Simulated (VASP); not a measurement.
Consider the following.

```yaml
crystal:
  lattice:
    - [3.27155, 0.00000, 0.00000]
    - [0.00000, 3.27155, 0.00000]
    - [0.00000, 0.00000, 3.27155]
  atoms:
    - { symbol: In, position: [0.50000, 0.50000, 0.50000] }
    - { symbol: Pd, position: [0.00000, 0.00000, 0.00000] }
```

All values below come from r2SCAN meta-GGA, VASP's PBE PAW potentials (set 64) (plane waves; VASP). Numerical set-up: 400 eV cut-off, 10×10×10 Γ-centred mesh, first-order Methfessel-Paxton smearing of 0.10 eV, potentials In_d Pd.

Unless said otherwise, spin-orbit coupling is left out, though it shifts the bands of the heavy elements here.

Q: Predict the energy per atom (σ→0), band gap (on the k-mesh) with the smallest direct gap where there is one.

A: 
```yaml
band gap (on the k-mesh): none (metal, semimetal or under 0.01 eV)
energy per atom (σ→0): -23.319 eV/atom
```

Total energies compare only between runs with the same potentials, cut-off and functional.

The compound is PdIn in the CsCl type structure. It was relaxed first. The start is the result of an earlier pass. The electron count is odd and the run is not spin-polarised, which forces a metal.
